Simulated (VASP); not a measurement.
## Nb3Sn: cell size against the level of theory

Aim: relax Nb3Sn at several levels and hold each cell against experiment. The levels: LDA, PBEsol, PBE, r2SCAN, PBE + D3(BJ), r2SCAN + rVV10, vdW-DF-cx and r2SCAN + D4. The start is a cell from a database of measured crystal structures.

Method: LDA; plane waves and PAW (Nb_sv, Sn_d), in the first sound run; inputs show where later runs differ, in VASP 6.6.1.

**Measured values to reproduce.**

“Specific heat of Nb3Sn: The case for a second energy gap” (2004, arxiv:cond-mat/0403590) reports for Nb3Sn, cubic A15, by X-ray powder diffraction, Rietveld refinement (polycrystal made by hot isostatic pressing, slightly Sn-rich, 300 K): lattice constant a (cubic lattice parameter at room temperature) 5.293 ± 0.001 Å [slightly Sn-rich polycrystal (Nb0.746Sn0.254); room-temperature value, includes thermal …].

This is a report of a sequence of runs, with most program output left out.

### 1. Set-up

Before any relaxation, the start is as follows. Symmetry: Pm-3n, No. 223, cubic system. Conventional cell: a = 5.282 Å, b = 5.282 Å, c = 5.282 Å, α = 90.00°, β = 90.00°, γ = 90.00°. Nearest to Nb lie 2 Nb at 2.64 Å and 4 Sn at 2.95 Å. Nearest to Sn lie 12 Nb at 2.95 Å. Farther neighbours are not listed.

### 2. Relaxation with LDA

The start need not lie at this functional's minimum. ISIF = 3 frees volume, shape and positions, and EDIFFG sets the threshold on forces and stress at which the search stops. LDA, the lowest rung, knows the local density alone.

Input file INCAR:

```
SYSTEM = Nb3Sn
PREC = Accurate
ENCUT = 520
EDIFF = 1E-06
NELM = 100
ISMEAR = -1
SIGMA = 0.05
LREAL = .FALSE.
ALGO = Normal
GGA = CA
NBANDS = 65
LASPH = .TRUE.
LORBIT = 11
LWAVE = .FALSE.
LCHARG = .FALSE.
KPAR = 8
IBRION = 2
NSW = 60
ISIF = 3
EDIFFG = -0.01
```

Input file POSCAR:

```
Nb3Sn
1.0
    5.2821000000      0.0000000000      0.0000000000
    0.0000000000      5.2821000000      0.0000000000
    0.0000000000      0.0000000000      5.2821000000
Nb Sn
6 2
Direct
    0.2500000000      0.0000000000      0.5000000000
    0.5000000000      0.7500000000      0.0000000000
    0.7500000000      0.0000000000      0.5000000000
    0.5000000000      0.2500000000      0.0000000000
    0.0000000000      0.5000000000      0.7500000000
    0.0000000000      0.5000000000      0.2500000000
    0.0000000000      0.0000000000      0.0000000000
    0.5000000000      0.5000000000      0.5000000000
```

Input file KPOINTS:

```
Automatic mesh
0
Gamma
4 4 4
0 0 0
```

PAW data sets: Nb_sv and Sn_d (PBE family, release 64).

Launch:

```sh
$ mpirun -np 8 vasp_std
```

It took 57 s on 8 MPI ranks of Intel Xeon 6975P-C (Granite Rapids), shared host; peak memory 2.2 GiB.

The k-mesh is coarse for a metal. The PAW data sets were made with PBE, though LDA sets exist; this is a small mismatch. The run keeps the 48 symmetry operations of its start, so it cannot find a distortion of lower symmetry.

Step by step:

```csv
step,energy less that of the first step (eV),largest force (eV/Å),pressure (GPa),volume (Å³)
1,0.0000,0.0000,-6.14,147.37
2,0.2982,0.0000,14.47,132.82
3,-0.1022,0.0000,-0.17,142.32
4,-0.1022,0.0000,-0.01,142.19
```

```csv
"conventional cell, symmetrised",before,after,change
a (Å),5.282,5.219,-1.2 %
b (Å),5.282,5.219,-1.2 %
c (Å),5.282,5.219,-1.2 %
volume (Å³/atom),18.42,17.77,-3.5 %
```

The relaxed structure:

```
Nb Sn
1.0
     5.21949    0.00000    0.00000
     0.00000    5.21949    0.00000
     0.00000    0.00000    5.21949
Nb Sn
6 2
Direct
  0.25000 0.00000 0.50000
  0.50000 0.75000 0.00000
  0.75000 0.00000 0.50000
  0.50000 0.25000 0.00000
  0.00000 0.50000 0.75000
  0.00000 0.50000 0.25000
  0.00000 0.00000 0.00000
  0.50000 0.50000 0.50000
```

This step gave:

| Quantity | Value |
| --- | --- |
| electrons | 106 |
| bands | 65 |
| irreducible k-points | 10 |
| symmetry operations | 48 |
| free energy (TOTEN) | -78.6705 eV |
| energy at zero smearing | -78.6243 eV |
| Fermi energy | 11.72 eV |
| pressure | -0.005786 GPa |
| metallic | yes |
| SCF cycles over all ionic steps | 43 |

It ends with forces that vanish by symmetry and a pressure of -0.01 GPa. The volume lies -3.5 % from that of the database's start, which holds the thermal and zero-point expansion of its experiment. LDA is known to overbind. The conventional cell has a = 5.219 Å.

### 3. Relaxation with PBEsol

This step: PBEsol; plane waves and PAW (Nb_sv, Sn_d) (VASP 6.6.1).

PBEsol restores the gradient expansion of exchange and is tuned for the cells of solids.

INCAR: that of step 2 with these lines changed.

```diff
@@ -9,3 +9,3 @@
 ALGO = Normal
-GGA = CA
+GGA = PS
 NBANDS = 65
```

POSCAR is that of step 2.

KPOINTS is that of step 2.

Launch:

```sh
$ mpirun -np 8 vasp_std
```

It took 40 s on 8 MPI ranks; peak memory 2.5 GiB.

The PAW data sets were made with PBE, which is usual practice but a small mismatch for other functionals.

Step by step:

```csv
step,energy less that of the first step (eV),largest force (eV/Å),pressure (GPa),volume (Å³)
1,0.0000,0.0000,-2.83,147.37
2,0.0555,0.0000,5.78,140.55
3,-0.0217,0.0000,-0.03,144.97
```

```csv
"conventional cell, symmetrised",before,after,change
a (Å),5.282,5.253,-0.5 %
b (Å),5.282,5.253,-0.5 %
c (Å),5.282,5.253,-0.5 %
volume (Å³/atom),18.42,18.12,-1.6 %
```

Final coordinates:

```cif
data_structure
_symmetry_space_group_name_H-M 'P 1'
_symmetry_Int_Tables_number 1
_cell_length_a 5.2532
_cell_length_b 5.2532
_cell_length_c 5.2532
_cell_angle_alpha 90.000
_cell_angle_beta 90.000
_cell_angle_gamma 90.000
_cell_volume 144.97
loop_
_atom_site_label
_atom_site_type_symbol
_atom_site_fract_x
_atom_site_fract_y
_atom_site_fract_z
_atom_site_occupancy
Nb1 Nb 0.25000 0.00000 0.50000 1
Nb2 Nb 0.50000 0.75000 0.00000 1
Nb3 Nb 0.75000 0.00000 0.50000 1
Nb4 Nb 0.50000 0.25000 0.00000 1
Nb5 Nb 0.00000 0.50000 0.75000 1
Nb6 Nb 0.00000 0.50000 0.25000 1
Sn7 Sn 0.00000 0.00000 0.00000 1
Sn8 Sn 0.50000 0.50000 0.50000 1
```

This step gave:

```yaml
free_energy_toten: -76.0227 eV
energy_at_zero_smearing: -75.9747 eV
fermi_energy: 11.57 eV
pressure: -0.03389 GPa
scf_cycles_over_all_ionic_steps: 35
```

It ends at 18.12 Å³/atom, -1.6 % from the start, with -0.03 GPa left. The conventional cell has a = 5.253 Å.

### 4. Relaxation with PBE

This step: PBE; plane waves and PAW (Nb_sv, Sn_d) (VASP 6.6.1).

PBE, the usual starting point, adds the gradient of the density.

INCAR: that of step 3 with these lines changed.

```diff
@@ -9,3 +9,3 @@
 ALGO = Normal
-GGA = PS
+GGA = PE
 NBANDS = 65
```

POSCAR is that of step 3.

KPOINTS is that of step 3.

Launch:

```sh
$ mpirun -np 8 vasp_std
```

It took 34 s on 8 MPI ranks; peak memory 2.5 GiB.

The steps of the relaxation:

```csv
step,energy less that of the first step (eV),largest force (eV/Å),pressure (GPa),volume (Å³)
1,0.0000,0.0000,3.00,147.37
2,0.0503,0.0000,-4.81,154.86
3,-0.0243,0.0000,-0.02,150.05
```

```csv
"conventional cell, symmetrised",before,after,change
a (Å),5.282,5.314,+0.6 %
b (Å),5.282,5.314,+0.6 %
c (Å),5.282,5.314,+0.6 %
volume (Å³/atom),18.42,18.76,+1.8 %
```

Final coordinates:

```
Nb Sn
1.0
     5.31385    0.00000    0.00000
     0.00000    5.31385    0.00000
     0.00000    0.00000    5.31385
Nb Sn
6 2
Direct
  0.25000 0.00000 0.50000
  0.50000 0.75000 0.00000
  0.75000 0.00000 0.50000
  0.50000 0.25000 0.00000
  0.00000 0.50000 0.75000
  0.00000 0.50000 0.25000
  0.00000 0.00000 0.00000
  0.50000 0.50000 0.50000
```

It ends at 18.76 Å³/atom, +1.8 % from the start, with -0.02 GPa left. The conventional cell has a = 5.314 Å.

### 5. Relaxation with r2SCAN

This step: r2SCAN; plane waves and PAW (Nb_sv, Sn_d) (VASP 6.6.1).

r2SCAN adds the kinetic-energy density, costs more than a GGA and is run with LASPH.

INCAR: that of step 4 with these lines changed.

```diff
@@ -9,5 +9,5 @@
 ALGO = Normal
-GGA = PE
+METAGGA = R2SCAN
+LASPH = .TRUE.
 NBANDS = 65
-LASPH = .TRUE.
 LORBIT = 11
```

POSCAR is that of step 4.

KPOINTS is that of step 4.

Launch:

```sh
$ mpirun -np 8 vasp_std
```

Elapsed: 1.8 min, on 8 MPI ranks; peak memory 2.6 GiB.

Step by step:

```csv
step,energy less that of the first step (eV),largest force (eV/Å),pressure (GPa),volume (Å³)
1,0.0000,0.0000,1.79,147.37
2,0.0203,0.0000,-3.13,151.82
3,-0.0085,0.0000,0.00,148.92
```

```csv
"conventional cell, symmetrised",before,after,change
a (Å),5.282,5.301,+0.3 %
b (Å),5.282,5.301,+0.3 %
c (Å),5.282,5.301,+0.3 %
volume (Å³/atom),18.42,18.62,+1.1 %
```

The relaxed structure:

```cif
data_structure
_symmetry_space_group_name_H-M 'P 1'
_symmetry_Int_Tables_number 1
_cell_length_a 5.3005
_cell_length_b 5.3005
_cell_length_c 5.3005
_cell_angle_alpha 90.000
_cell_angle_beta 90.000
_cell_angle_gamma 90.000
_cell_volume 148.92
loop_
_atom_site_label
_atom_site_type_symbol
_atom_site_fract_x
_atom_site_fract_y
_atom_site_fract_z
_atom_site_occupancy
Nb1 Nb 0.25000 0.00000 0.50000 1
Nb2 Nb 0.50000 0.75000 0.00000 1
Nb3 Nb 0.75000 0.00000 0.50000 1
Nb4 Nb 0.50000 0.25000 0.00000 1
Nb5 Nb 0.00000 0.50000 0.75000 1
Nb6 Nb 0.00000 0.50000 0.25000 1
Sn7 Sn 0.00000 0.00000 0.00000 1
Sn8 Sn 0.50000 0.50000 0.50000 1
```

It ends at 18.62 Å³/atom, +1.1 % from the start, with 0.00 GPa left. The conventional cell has a = 5.301 Å.

### 6. Relaxation with PBE + D3(BJ)

This step: PBE with D3(BJ); plane waves and PAW (Nb_sv, Sn_d) (VASP 6.6.1).

A dispersion term adds the long-range attraction that semilocal functionals lack. D3 with Becke-Johnson damping keeps a finite attraction at short range.

INCAR: that of step 5 with these lines changed.

```diff
@@ -9,5 +9,6 @@
 ALGO = Normal
-METAGGA = R2SCAN
+GGA = PE
+IVDW = 12
+NBANDS = 65
 LASPH = .TRUE.
-NBANDS = 65
 LORBIT = 11
```

POSCAR is that of step 5.

KPOINTS is that of step 5.

Launch:

```sh
$ mpirun -np 8 vasp_std
```

The job ended after 46 s (8 MPI ranks; peak memory 2.6 GiB; 5.3 min of CPU time).

Dispersion corrections of this kind ignore metallic screening and tend to overbind metals.

It ends at 18.08 Å³/atom, -1.9 % from the start, with -0.04 GPa left. The conventional cell has a = 5.249 Å. Against plain PBE, the dispersion term moves a by -1.2 %.

### 7. Relaxation with r2SCAN + rVV10

This step: r2SCAN with rVV10; plane waves and PAW (Nb_sv, Sn_d) (VASP 6.6.1).

LUSE_VDW switches on a nonlocal correlation term for dispersion.

INCAR: that of step 6 with these lines changed.

```diff
@@ -9,6 +9,9 @@
 ALGO = Normal
-GGA = PE
-IVDW = 12
+METAGGA = R2SCAN
+LUSE_VDW = .TRUE.
+IVDW_NL = 2
+BPARAM = 11.95
+CPARAM = 0.0093
+LASPH = .TRUE.
 NBANDS = 65
-LASPH = .TRUE.
 LORBIT = 11
```

POSCAR is that of step 6.

KPOINTS is that of step 6.

Launch:

```sh
$ mpirun -np 8 vasp_std
```

Elapsed: 4.3 min, on 8 MPI ranks; peak memory 4.5 GiB; 31 min of CPU time.

It ends at 18.48 Å³/atom, +0.3 % from the start, with 0.01 GPa left. The conventional cell has a = 5.288 Å. Against plain r2SCAN, the dispersion term moves a by -0.2 %.

### 8. Relaxation with vdW-DF-cx

This step: vdW-DF-cx; plane waves and PAW (Nb_sv, Sn_d) (VASP 6.6.1).

vdW-DF-cx takes its exchange from the same plasmon model as its correlation.

INCAR: that of step 7 with these lines changed.

```diff
@@ -9,7 +9,5 @@
 ALGO = Normal
-METAGGA = R2SCAN
+GGA = CX
+AGGAC = 0
 LUSE_VDW = .TRUE.
-IVDW_NL = 2
-BPARAM = 11.95
-CPARAM = 0.0093
 LASPH = .TRUE.
```

POSCAR is that of step 7.

KPOINTS is that of step 7.

Launch:

```sh
$ mpirun -np 8 vasp_std
```

Run time: 3.1 min. Hardware: 8 MPI ranks; peak memory 5.2 GiB; 23 min of CPU time.

It ends at 18.20 Å³/atom, -1.2 % from the start, with -0.02 GPa left. The conventional cell has a = 5.261 Å.

### 9. Relaxation with r2SCAN + D4

This step: r2SCAN with D4; plane waves and PAW (Nb_sv, Sn_d) (VASP 6.6.1).

D4 lets the coefficients depend on atomic charges too.

INCAR: that of step 8 with these lines changed.

```diff
@@ -9,5 +9,8 @@
 ALGO = Normal
-GGA = CX
-AGGAC = 0
-LUSE_VDW = .TRUE.
+METAGGA = R2SCAN
+IVDW = 13
+VDW_S6 = 1
+VDW_S8 = 0.6018749
+VDW_A1 = 0.51559235
+VDW_A2 = 5.77342911
 LASPH = .TRUE.
```

POSCAR is that of step 8.

KPOINTS is that of step 8.

Launch:

```sh
$ mpirun -np 8 vasp_std
```

Run time: 85 s. Hardware: 8 MPI ranks; peak memory 2.7 GiB.

It ends at 18.50 Å³/atom, +0.4 % from the start, with 0.01 GPa left. The conventional cell has a = 5.290 Å. Against plain r2SCAN, the dispersion term moves a by -0.2 %.

### 10. The cells as a table

This step: relaxed cells at several levels; plane waves and PAW (VASP 6.6.1).

Derived from the runs above.

Lengths are those of the conventional cell; cost is the wall time of each run, as given at its step, times its ranks, without the set-up around it. Results by level, by row:

```csv
level,volume (Å³/atom),change from the start (%),a (Å),cost (core minutes)
LDA,17.77,-3.5,5.219,7.6
PBEsol,18.12,-1.6,5.253,5.33
PBE,18.76,1.8,5.314,4.53
r2SCAN,18.62,1.1,5.301,14.7
PBE + D3(BJ),18.08,-1.9,5.249,6.13
r2SCAN + rVV10,18.48,0.3,5.288,34.5
vdW-DF-cx,18.2,-1.2,5.261,25.1
r2SCAN + D4,18.5,0.4,5.29,11.3
```

### 11. What came out

| Item | Value |
| --- | --- |
| volume, LDA | 17.77 Å³/atom |
| volume, PBEsol | 18.12 Å³/atom |
| volume, PBE | 18.76 Å³/atom |
| volume, r2SCAN | 18.62 Å³/atom |
| volume, PBE + D3(BJ) | 18.08 Å³/atom |
| volume, r2SCAN + rVV10 | 18.48 Å³/atom |
| volume, vdW-DF-cx | 18.20 Å³/atom |
| volume, r2SCAN + D4 | 18.50 Å³/atom |

In words: For Nb3Sn the levels give volumes between 17.77 Å³/atom (LDA) and 18.76 Å³/atom (PBE), a spread of 5.5 %, while the cost of the finished runs spans a factor of 7.6. Within 1 % of experiment on every length: PBEsol, PBE, r2SCAN, PBE + D3(BJ), r2SCAN + rVV10, vdW-DF-cx and r2SCAN + D4. The nearest, r2SCAN + D4, took 2.5 times the core time of PBE and lowers the largest miss from 0.39 to 0.06 %. Thermal and zero-point expansion, often some tenths of a per cent in length, bear on this order: with the measured lengths lowered by an assumed 0.4 % the nearest becomes vdW-DF-cx. The costs hold the number of ionic steps as well as the price of the functional. The closing table has room for seven levels; vdW-DF-cx stands in the table of levels alone. Adding D3(BJ) to PBE changes the volume by -3.6 % (a by -1.2 %). Adding rVV10 to r2SCAN changes the volume by -0.7 % (a by -0.2 %). Adding D4 to r2SCAN changes the volume by -0.6 % (a by -0.2 %). Pairwise corrections of the D and TS kind ignore the screening in a metal, so they may overbind here. Within 0.02 Å all end in space group Pm-3n; the runs can't lower the symmetry of the start. The k-sampling is coarse for a metal, so the Fermi level, pressures and the shape of the cell carry errors. Each is a single relaxation on the plane waves of the start cell, so larger changes of volume carry a basis-set error that was not tested here.

Computed beside measured:

```
              quantity  measured             LDA          PBEsol             PBE          r2SCAN    PBE + D3(BJ)  r2SCAN + rVV10     r2SCAN + D4
lattice constant a (Å)     5.293  5.219 (-1.4 %)  5.253 (-0.8 %)  5.314 (+0.4 %)  5.301 (+0.1 %)  5.249 (-0.8 %)  5.288 (-0.1 %)  5.290 (-0.1 %)
```

Measured values from arxiv:cond-mat/0403590 (2004).

**Verdict.** For the lattice constant a, of the levels listed nearest comes r2SCAN + D4 (-0.1 %, good agreement) and farthest LDA (-1.4 %, fair agreement). The grades are ours: good and fair within 0.7 and 1.5 % for the lattice constant a. For lattice constants the calculation has a static lattice, without zero-point motion or thermal expansion (measured at up to 300 K).

[Lines on the potential files, build, host, timing and source positions are cut from VASP's logs without a mark.]

[Logs are printed without paths, hosts, clocks, repeated set-up lines and the standing remarks that a program may print on its own settings, such as how far it seeks lower states.]

[Hosts, paths, dates, database ids (printed as entryN), source tags and the programs' standing remarks are cut or masked in the printed files.]

[A measured line is paired with the nearest computed mode of its activity, which favours agreement.]
